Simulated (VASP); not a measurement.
Set up this calculation in VASP 6.6.1, as the native input.

```yaml
Task: relaxation of cell and atoms
Functional: PBEsol
Potentials_or_basis: VASP PAW PBE potentials, release 64 (In_d, As)
Cutoff: 520 eV
k_mesh: 10 × 10 × 10
Occupations: gaussian, width 0.02 eV
Spin: no spin polarisation
Further_INCAR_settings: ALGO = Normal; EDIFF = 1e-07; IBRION = 2; EDIFFG = -0.002; NSW = 80; ISIF = 3
```

The structure of InAs lies in POSCAR:

```
InAs                                    
1.0
    0.0000000000      3.0451190924      3.0451190924
    3.0451190924      0.0000000000      3.0451190924
    3.0451190924      3.0451190924      0.0000000000
  In              As            
     1     1
Direct
     0.0000000000000000    0.0000000000000000    0.0000000000000000
     0.2500000000000000    0.2500000000000000    0.2500000000000000
```

These files were run (other wordings do the same):

INCAR

```
SYSTEM = InAs
ALGO = Normal ; EDIFF = 1E-7
EDIFFG = -0.002 ; ENCUT = 520
GGA = PS ; IBRION = 2
ISIF = 3 ; ISMEAR = 0
KPAR = 4 ; LASPH = .TRUE.
LCHARG = .FALSE. ; LREAL = .FALSE.
LWAVE = .FALSE. ; NELM = 80
NSW = 80 ; PREC = Accurate
SIGMA = 0.02
```

KPOINTS

```
k-points
0
G
  10 10 10
  0 0 0
```

Potentials or basis: VASP PAW PBE potentials, release 64 (In_d, As).

The run is started by

```bash
$ cat potpaw_PBE.64/In_d/POTCAR potpaw_PBE.64/As/POTCAR > POTCAR
$ mpirun -np 4 vasp_std > vasp.out
```

It gave:

| Quantity | Value |
| --- | --- |
| Pressure after relaxing | 0.0 GPa |
| Band gap on the k mesh | none (metal or under the smearing width) |

Caveat: the relaxation stopped at its first step, so nothing moved; the PAW data sets were made with another functional, which shifts forces and pressure a little; this crystal is a semiconductor, whose small gap the functional closes, so the metal is an error of the method.

Run time: 5.9 s on 4 MPI ranks on Intel(R) Xeon(R) Platinum 8488C (Sapphire Rapids), on a shared host, peak memory 0.19 GiB a rank.
